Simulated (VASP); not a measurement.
Write the native input for VASP 6.6.1 that does the following.

* Task: single point
* Functional: LDA
* Potentials or basis: VASP PAW LDA potentials, release 64 (Ir, Sn_d)
* Cutoff: 520 eV
* k mesh: 9 × 9 × 3
* Occupations: fermi-dirac, width 0.08 eV
* Spin: no spin polarisation
* Dipole correction: no
* Further INCAR settings: ALGO = Fast; EDIFF = 1e-07; NBANDS = 66

The structure of Sn2Ir lies in POSCAR:

```
Sn2Ir
1.0
    0.0000000000      3.1519296761     -3.1519296761
   -3.1519296761      0.0000000000      3.1519296761
    6.3038593521      6.3038593521      6.3038593521
Ir Sn
3 6
Direct
    0.0000000000      0.0000000000      0.0000000000
    0.3333333330      0.6666666670      0.3333333330
    0.6666666670      0.3333333330      0.6666666670
    0.0000000000      0.0000000000      0.2500000000
    0.3333333330      0.6666666670      0.5833333330
    0.6666666670      0.3333333330      0.9166666670
    0.3333333330      0.6666666670      0.0833333330
    0.6666666670      0.3333333330      0.4166666670
    0.0000000000      0.0000000000      0.7500000000
```

The cell comes from a database or a generator and needn't be the stable form of this composition.

The cell isn't the ideal one: bulk in the slab's orientation, LAPW.

One way to write it, as run:

INCAR

```
PREC = Accurate
ENCUT = 520
EDIFF = 1E-7
ISMEAR = -1
SIGMA = 0.08
LREAL = False
LASPH = True
NELM = 100
ALGO = Fast
ISIF = 2
LWAVE = False
LCHARG = False
GGA = CA
NBANDS = 66
```

KPOINTS

```
Automatic mesh
0
Gamma
  9 9 3
```

Potentials or basis: VASP PAW LDA potentials, release 64 (Ir, Sn_d).

Launch:

```sh
$ cat potpaw_LDA.64/Ir/POTCAR potpaw_LDA.64/Sn_d/POTCAR > POTCAR
$ mpirun -np 1 vasp_std > vasp.out
```

It gave:

The pressure is 0.3 GPa and the band gap on the k mesh is none (metal or under the smearing width).

Run time: 9.8 min on 1 thread of Intel(R) Xeon(R) Platinum 8488C (Sapphire Rapids), on a shared host, peak memory 0.43 GiB.
